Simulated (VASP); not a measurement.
# Tc3Sn (P-6m2) in VASP: notebook

One crystal, Tc3Sn, is run at these levels: PBE; tasks: single point.

All numbers are computed with VASP 6.6.1; they aren't measurements. Logs are shortened: lines on timing, memory, paths and dates and some standing lists are left out, and cuts for length are marked.

### 1 The crystal as given

Symmetry: P-6m2, No. 187, hexagonal system. Conventional cell: a = 2.942 Å, b = 2.942 Å, c = 8.633 Å, α = 90.00°, β = 90.00°, γ = 120.00°. Around Sn (site symmetry -6m2) lie 6 Tc at 2.83 Å and 6 Sn at 2.94 Å. Around Tc (site symmetry 3m) lie 9 Tc at 2.67 to 2.94 Å and 3 Sn at 2.83 Å. Tc (site symmetry -6m2) has 12 Tc at 2.67 to 2.94 Å as nearest neighbours.

The cell comes from a database or a generator and needn't be the stable form of this composition.

### 2 Single point, PBE

Input file INCAR:

```
SYSTEM = Tc3Sn
PREC = Accurate
ENCUT = 520
EDIFF = 1E-6
ISMEAR = 0
SIGMA = 0.02
LREAL = .FALSE.
LASPH = .TRUE.
NELM = 100
ALGO = Normal
ISIF = 2
LWAVE = .FALSE.
LCHARG = .TRUE.
GGA = PE
LELF = .TRUE.
LVHAR = .TRUE.
```

Input file KPOINTS:

```
regular mesh
0
G
  10 10 3
  0 0 0
```

Input file POSCAR:

```
Tc3Sn
1.0
    2.9415865702      0.0000000000      0.0000000000
   -1.4707932851      2.5474886972      0.0000000000
    0.0000000000      0.0000000000      8.6334470000
Sn Tc
1 3
Direct
    0.0000000000      0.0000000000      0.0000000000
    0.3333333333      0.6666666667      0.7382180000
    0.3333333333      0.6666666667      0.2617820000
    0.0000000000      0.0000000000      0.5000000000
```

Potentials or basis: VASP PAW PBE potentials, release 54 (Sn_d, Tc_pv).

Started as:

```
cat potpaw_PBE.54/Sn_d/POTCAR potpaw_PBE.54/Tc_pv/POTCAR > POTCAR
mpirun -np 1 vasp_std > vasp.out
```

OUTCAR:

```text
SYSTEM = Tc3Sn
   PREC = Accurate
   ENCUT = 520
   EDIFF = 1E-6
   ISMEAR = 0
   LREAL = .FALSE.
   LASPH = .TRUE.
   NELM = 100
   ISIF = 2
   GGA = PE

 ion  position               nearest neighbor table
   1  0.000  0.000  0.000-   2 2.83   3 2.83   2 2.83   3 2.83   2 2.83   3 2.83
   2  0.333  0.667  0.738-   4 2.67   4 2.67   4 2.67   1 2.83   1 2.83   1 2.83
   3  0.333  0.667  0.262-   4 2.67   4 2.67   4 2.67   1 2.83   1 2.83   1 2.83
   4  0.000  0.000  0.500-   2 2.67   3 2.67   2 2.67   3 2.67   2 2.67   3 2.67

  LATTYP: Found a hexagonal cell.
 ALAT       =     2.9415865702
 C/A-ratio  =     2.9349627468

  Lattice vectors:

 A1 = (   2.9415865702,   0.0000000000,   0.0000000000)
 A2 = (  -1.4707932851,   2.5474886972,   0.0000000000)
 A3 = (   0.0000000000,   0.0000000000,   8.6334470000)

Analysis of symmetry for initial positions (statically):
=====================================================================
 Subroutine PRICEL returns:
 Original cell was already a primitive cell.

 Routine SETGRP: Setting up the symmetry group for a
 hexagonal supercell.

 Subroutine GETGRP returns: Found 12 space group operations
 (whereof 12 operations were pure point group operations)
 out of a pool of 24 trial point group operations.

The static configuration has the point symmetry D_3h.

Analysis of symmetry for dynamics (positions and initial velocities):
=====================================================================
 Subroutine PRICEL returns:
 Original cell was already a primitive cell.

 Routine SETGRP: Setting up the symmetry group for a
 hexagonal supercell.

 Subroutine GETGRP returns: Found 12 space group operations
 (whereof 12 operations were pure point group operations)
 out of a pool of 24 trial point group operations.

The dynamic configuration has the point symmetry D_3h.

 Subroutine INISYM returns: Found 12 space group operations
 (whereof 12 operations are pure point group operations),
 and found     1 'primitive' translations

----------------------------------------------------------------------------------------

                                     Primitive cell

  volume of cell :      64.6961

  direct lattice vectors                    reciprocal lattice vectors
     2.941586570  0.000000000  0.000000000     0.339952599  0.196271725  0.000000000
    -1.470793285  2.547488697  0.000000000     0.000000000  0.392543449  0.000000000
     0.000000000  0.000000000  8.633447000     0.000000000  0.000000000  0.115828591

  length of vectors
     2.941586570  2.941586570  8.633447000     0.392543449  0.392543449  0.115828591

  position of ions in fractional coordinates (direct lattice)
     0.000000000  0.000000000  0.000000000
     0.333333333  0.666666667  0.738218000
     0.333333333  0.666666667  0.261782000
     0.000000000  0.000000000  0.500000000

  ion indices of the primitive-cell ions
   primitive index   ion index
                 1           1
                 2           2
                 3           3
                 4           4

----------------------------------------------------------------------------------------

 KPOINTS: regular mesh

Automatic generation of k-mesh.
 Grid dimensions read from file:
 generate k-points for:   10   10    3

 Generating k-lattice:

  Cartesian coordinates                     Fractional coordinates (reciprocal lattice)
     0.033995260  0.019627172  0.000000000     0.100000000  0.000000000  0.000000000
     0.000000000  0.039254345  0.000000000     0.000000000  0.100000000  0.000000000
     0.000000000  0.000000000  0.038609530     0.000000000  0.000000000  0.333333333

  Length of vectors
     0.039254345  0.039254345  0.038609530

  Shift w.r.t. Gamma in fractional coordinates (k-lattice)
     0.000000000  0.000000000  0.000000000

 Subroutine IBZKPT returns following result:
 ===========================================

 Found     28 irreducible k-points:

 Following reciprocal coordinates:
            Coordinates               Weight
  0.000000  0.000000  0.000000      1.000000
  0.100000  0.000000  0.000000      6.000000
  0.200000  0.000000  0.000000      6.000000
  0.300000  0.000000  0.000000      6.000000
  0.400000  0.000000  0.000000      6.000000
  0.500000  0.000000  0.000000      3.000000
[... 16 lines left out ...]
  0.300000  0.100000  0.333333     24.000000
  0.400000  0.100000  0.333333     24.000000
 [... further k-points ...]
   k-points           NKPTS =     28   k-points in BZ     NKDIM =     28   number of bands    NBANDS=     31
   number of dos      NEDOS =    301   number of ions     NIONS =      4
   total plane-waves  NPLWV =  36864
   dimension x,y,z NGX =    24 NGY =   24 NGZ =   64
   dimension x,y,z NGXF=    48 NGYF=   48 NGZF=  128
   ions per type =               1   3
   NGX,Y,Z   is equivalent  to a cutoff of  13.56, 13.56, 12.32 a.u.
   NGXF,Y,Z  is equivalent  to a cutoff of  27.13, 27.13, 24.65 a.u.
 SYSTEM =  Tc3Sn
   PREC   = accura    normal or accurate (medium, high low for compatibility)
   ISTART =      0    job   : 0-new  1-cont  2-samecut
   ICHARG =      2    charge: 1-file 2-atom 10-const
   ISPIN  =      1    spin polarized calculation?
   LNONCOLLINEAR =      F non collinear calculations
   LSORBIT =      F    spin-orbit coupling
   LASPH  =      T    aspherical Exc in radial PAW
   ENCUT  =  520.0 eV  38.22 Ry    6.18 a.u.   5.47  5.47 16.05*2*pi/ulx,y,z
   NELM   =    100;   NELMIN=  2; NELMDL= -5     # of ELM steps
   EDIFF  = 0.1E-05   stopping-criterion for ELM
   LREAL  =      F    real-space projection
   EDIFFG = 0.1E-04   stopping-criterion for IOM
   NSW    =      0    number of steps for IOM
   IBRION =     -1    ionic relax: 0-MD 1-quasi-New 2-CG
   NFREE  =      0    steps in history (QN), initial steepest desc. (CG)
   ISIF   =      2    stress and relaxation
   ISYM   =      2    0-nonsym 1-usesym 2-fastsym
   POTIM  = 0.5000    time-step for ionic-motion
   TEBEG  =    0.0;   TEEND  =   0.0 temperature during run
   PSTRESS=    0.0 pullay stress
   NELECT =      53.0000    total number of electrons
   NUPDOWN=      -1.0000    fix difference up-down
   EMIN   =  10.00;   EMAX   =-10.00  energy-range for DOS
   EFERMI =   0.00;   METHOD = LEGACY
   ISMEAR =     0;   SIGMA  =   0.02  broadening in eV -4-tet -1-fermi 0-gaus
   EFERMI_NEDOS =   21; number of points for ismear=-14 and -15
   IALGO  =     38    algorithm
   IMIX   =      4    mixing-type and parameters
     AMIX     =   0.40;   BMIX     =  1.00
     AMIX_MAG =   1.60;   BMIX_MAG =  1.00
  volume/ion in A,a.u.               =      16.17       109.15
  Fermi-wavevector in a.u.,A,eV,Ry     =   1.531819  2.894718 31.925649  2.346469
  Thomas-Fermi vector in A             =   2.639111
   LORBIT       =      0    0 simple, 1 ext, 2 COOP (PROOUT), +10 PAW based schemes
   GGA     = PE    functional components
   LHFCALC =     F    Hartree Fock is set to
   AEXX    =    0.0000 exact exchange contribution
   IVDW    =     0    specifies the selected vdW correction
   LEPSILON=     F    determine dielectric tensor
   LRPA    =     F    only Hartree local field effects (RPA)
 non-spin polarized calculation
 Gauss-broadening in eV      SIGMA  =   0.02
  energy-cutoff  :      520.00
  volume of cell :       64.70
 maximum number of plane-waves:      1785
 NGX is ok and might be reduce to    24
   NGX = 11   NGY = 11   NGZ = 33

 number of electron      53.0000001 magnetization

 Free energy of the ion-electron system (eV)
  ---------------------------------------------------
  ext. energy  EPLUGINS =         0.00000000
  ---------------------------------------------------
  free energy    TOTEN  =       -34.02420404 eV

  energy without entropy =      -34.02281013  energy(sigma->0) =      -34.02350708

 E-fermi :  12.1289     XC(G=0): -13.0531

 val. band max:       12.1244275180   @ k =   0.1000   0.1000   0.3333
 cond. band min:      12.1342500745   @ k =   0.3000   0.3000   0.3333
 fundamental gap:      0.0098225565
 Fermi energy:        12.1289157229

 k-point     1 :       0.0000    0.0000    0.0000
  band No.  band energies     occupation
      1     -27.1126      2.00000
      2     -26.5870      2.00000
      3     -26.5214      2.00000
      4     -26.5214      2.00000
      5     -26.3499      2.00000
      6     -26.3499      2.00000
[... 23 lines left out ...]
     30      13.3120      0.00000
     31      13.3120      0.00000

 k-point     2 :       0.1000    0.0000    0.0000
  band No.  band energies     occupation
      1     -27.0947      2.00000
      2     -26.6621      2.00000
      3     -26.5381      2.00000
      4     -26.4934      2.00000
      5     -26.4074      2.00000
      6     -26.3609      2.00000
[... 23 lines left out ...]
     30      13.2545      0.00000
     31      13.3749      0.00000

 k-point     3 :       0.2000    0.0000    0.0000
  band No.  band energies     occupation
      1     -27.0523      2.00000
      2     -26.8000      2.00000
      3     -26.5804      2.00000
      4     -26.5252      2.00000
      5     -26.5251      2.00000
      6     -26.3897      2.00000
[... 23 lines left out ...]
     30      13.1791      0.00000
     31      13.5619      0.00000

 k-point     4 :       0.3000    0.0000    0.0000
  band No.  band energies     occupation
      1     -27.0252      2.00000
      2     -26.9509      2.00000
      3     -26.6492      2.00000
      4     -26.6306      2.00000
      5     -26.6132      2.00000
      6     -26.4250      2.00000
[... 635 lines left out ...]
     30      13.5045      0.00000
     31      14.2977      0.00000

 k-point    23 :       0.3000    0.1000    0.3333
  band No.  band energies     occupation
      1     -27.0241      2.00000
      2     -27.0096      2.00000
      3     -26.7470      2.00000
      4     -26.6445      2.00000
      5     -26.6191      2.00000
      6     -26.4693      2.00000
[... 23 lines left out ...]
     30      14.0889      0.00000
     31      14.2592      0.00000

 k-point    24 :       0.4000    0.1000    0.3333
  band No.  band energies     occupation
      1     -27.0865      2.00000
      2     -27.0492      2.00000
      3     -26.7991      2.00000
      4     -26.6962      2.00000
      5     -26.5920      2.00000
      6     -26.4944      2.00000
[... 23 lines left out ...]
     30      14.3009      0.00000
     31      14.4717      0.00000

 [... further k-points ...]

------------------------ aborting loop because EDIFF is reached ----------------------------------------

  FORCE on cell =-STRESS in cart. coord.  units (eV):
  Direction    XX          YY          ZZ          XY          YZ          ZX
  --------------------------------------------------------------------------------------
  -------------------------------------------------------------------------------------
  Total       -0.9017557     -0.9017557     -0.8522922     -0.0000000      0.0000000     -0.0000000
  in kB      -22.3316782    -22.3316782    -21.1067302     -0.0000000      0.0000000     -0.0000000
  external PRESSURE =     -21.9233622 kB  Pullay stress =       0.0000000 kB

 VOLUME and BASIS-vectors are now :
 -----------------------------------------------------------------------------
  energy-cutoff  :      520.00
  volume of cell :       64.70
      direct lattice vectors                 reciprocal lattice vectors
     2.941586570  0.000000000  0.000000000     0.339952599  0.196271725  0.000000000
    -1.470793285  2.547488697  0.000000000     0.000000000  0.392543449  0.000000000
     0.000000000  0.000000000  8.633447000     0.000000000  0.000000000  0.115828591

 POSITION                                       TOTAL-FORCE (eV/Angst)
 -----------------------------------------------------------------------------------
      0.00000      0.00000      0.00000         0.000000      0.000000      0.000000
     -0.00000      1.69833      6.37337         0.000000      0.000000     -0.089527
     -0.00000      1.69833      2.26008        -0.000000      0.000000      0.089527
      0.00000      0.00000      4.31672        -0.000000     -0.000000      0.000000
 -----------------------------------------------------------------------------------
    total drift:                                0.000000     -0.000000     -0.000000

  FREE ENERGIE OF THE ION-ELECTRON SYSTEM (eV)
  ---------------------------------------------------
  free  energy   TOTEN  =       -34.0242040431 eV

  energy  without entropy=      -34.0228101257  energy(sigma->0) =      -34.02350708
```

Run time: 51 s. Hardware: 1 thread of Intel Xeon Platinum 8175M at 2.50GHz (Skylake/Cascade Lake), shared host; peak memory 0.2 GiB.

Results:

| Item | Value |
| --- | --- |
| Free energy | -34.0242 eV |
| Pressure | -2.2 GPa |
| Largest force | 0.090 eV/Å |
| Band gap on the k mesh | none (metal or under the smearing width) |

Forces in eV/Å, atoms in the order of the input:
```
Sn   0.000  0.000  0.000
Tc   0.000  0.000 -0.090
Tc   0.000  0.000  0.090
Tc   0.000  0.000  0.000
```

Stress tensor (GPa, compression positive):
```
-2.23  0.00  0.00
 0.00 -2.23  0.00
 0.00  0.00 -2.11
```

Levels at points of the mesh, in eV from the Fermi level:
```
           k point  band 23  band 24  band 25  band 26  band 27  band 28  band 29  band 30
(0.00, 0.00, 0.00)    -1.88    -1.11    -1.11    -0.54    -0.14    -0.14     0.98     1.18
(0.50, 0.00, 0.00)    -1.82    -0.68    -0.47     0.01     1.78     1.80     1.95     2.24
```

### 3 Single point, PBE

Input file run.py:

```python
from ase.calculators.vasp import Vasp
from ase.dft.bandgap import bandgap
from ase.io import read

atoms = read('POSCAR')
calc = Vasp(
    directory='calc',
    xc='pbe',
    pp='PBE',
    setups='recommended',
    pp_version='54',
    prec='Accurate',
    encut=520,
    ediff=1e-06,
    ismear=0,
    sigma=0.02,
    lreal=False,
    lasph=True,
    nelm=60,
    algo='Normal',
    isif=2,
    lwave=False,
    lcharg=False,
    kpts=[10, 10, 3],
    gamma=True,
    nbands=34,
)
atoms.calc = calc

print('energy (eV):', atoms.get_potential_energy())
print('free energy (eV):', atoms.get_potential_energy(force_consistent=True))
print('forces (eV/A):')
print(atoms.get_forces())
print('stress (eV/A^3, Voigt):', atoms.get_stress())
print('Fermi level (eV):', calc.get_fermi_level())
gap, top, bottom = bandgap(calc)
print('band gap (eV):', gap, 'from (spin, k, band)', top, 'to', bottom)
```

POSCAR is that of step 2.

Potentials or basis: VASP PAW PBE potentials, release 54 (Sn_d, Tc_pv).

Started as:

```
python run.py
```

Wall time 53 s (1 thread of Intel Xeon Platinum 8175M at 2.50GHz (Skylake/Cascade Lake), shared host); peak memory 0.21 GiB.

It converged, with:

* Free energy: -34.0242 eV
* Pressure: -2.2 GPa
* Largest force: 0.090 eV/Å
* Band gap on the k mesh: none (metal or under the smearing width)

Forces on the atoms (eV/Å):
```
Sn   0.000  0.000  0.000
Tc   0.000  0.000 -0.090
Tc   0.000  0.000  0.090
Tc   0.000  0.000  0.000
```

Stress tensor (GPa, compression positive):
```
-2.21  0.00  0.00
 0.00 -2.21  0.00
 0.00  0.00 -2.09
```

Levels at points of the mesh, in eV from the Fermi level:
| k point | band 23 | band 24 | band 25 | band 26 | band 27 | band 28 | band 29 | band 30 |
| --- | --- | --- | --- | --- | --- | --- | --- | --- |
| (0.00, 0.00, 0.00) | -1.88 | -1.11 | -1.11 | -0.54 | -0.14 | -0.14 | 0.98 | 1.18 |
| (0.50, 0.00, 0.00) | -1.82 | -0.68 | -0.47 | 0.01 | 1.78 | 1.80 | 1.95 | 2.24 |
